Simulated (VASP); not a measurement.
# Ni: relaxation of cell and atoms with PBE

The system is Ni.

```
Ni
1.0
     0.00000    1.76194    1.76194
     1.76194    0.00000    1.76194
     1.76194    1.76194    0.00000
Ni
1
Direct
  0.00000 0.00000 0.00000
```

| Property | Result |
| --- | --- |
| Program | VASP 6.6.1 |
| Task | relaxation of cell and atoms |
| Functional | PBE |
| Potentials or basis | VASP PAW PBE potentials, release 64 (Ni) |
| Cutoff | 350 eV |
| k mesh | 20 × 20 × 20 |
| Occupations | gaussian, width 0.1 eV |
| Spin | collinear spin, ferromagnetic start |
| Starting moments | [0.8] μB |
| Further INCAR settings | ALGO = Normal; EDIFF = 1e-07; IBRION = 2; EDIFFG = -0.002; NSW = 80; ISIF = 3 |

- Relaxed volume: 10.86 Å³/atom
- Relaxed cell: a = 2.486 Å, b = 2.486 Å, c = 2.486 Å, α = 60.00°, β = 60.00°, γ = 60.00°
- Space group after relaxing (to 0.05 Å): Fm-3m (No. 225)
- Energy gained by relaxing: 0.4 meV/atom
- Ionic steps: 3
- Pressure after relaxing: 0.0 GPa
- Band gap on the k mesh: none (metal or under the smearing width)
- Net moment: 0.63 μB per cell
- Site moments: Ni +0.64 μB
- Valence electrons inside the program's atomic spheres: Ni 9.30

Step by step:
```
step  energy change (eV)  largest force (eV/Å)  pressure (GPa)  volume (Å³)
   1              0.0000                0.0000           -1.39        10.94
   2             -0.0001                0.0000            1.29        10.79
   3             -0.0004                0.0000            0.02        10.86
```

Final structure:
```yaml
crystal:
  lattice:
    - [0.00000, 1.75760, 1.75760]
    - [1.75760, 0.00000, 1.75760]
    - [1.75760, 1.75760, 0.00000]
  atoms:
    - { symbol: Ni, position: [0.00000, 0.00000, 0.00000] }
```

Levels at points of the mesh, in eV from the Fermi level:
Spin up:
```
           k point  band 1  band 2  band 3  band 4  band 5  band 6  band 7  band 8  band 9
(0.00, 0.00, 0.00)   -9.04   -2.45   -2.45   -2.45   -1.26   -1.26   23.73   27.61   27.61
(0.50, 0.00, 0.00)   -4.85   -2.43   -2.43   -0.61   -0.61   -0.31    5.67   22.23   24.69
(0.50, 0.50, 0.00)   -4.66   -4.21   -0.55   -0.48   -0.48    2.44    9.23   14.83   14.83
```
Spin down:
```
           k point  band 1  band 2  band 3  band 4  band 5  band 6  band 7  band 8  band 9
(0.00, 0.00, 0.00)   -9.07   -1.69   -1.69   -1.69   -0.68   -0.68   23.57   27.59   27.59
(0.50, 0.00, 0.00)   -4.42   -1.81   -1.81   -0.37    0.15    0.15    6.09   22.08   24.78
(0.50, 0.50, 0.00)   -4.32   -3.59    0.06    0.39    0.39    2.40    9.47   14.84   14.84
```

Run time: 42 s on 1 thread of AMD EPYC 9R14 (Zen 4), on a shared host, peak memory 0.11 GiB.
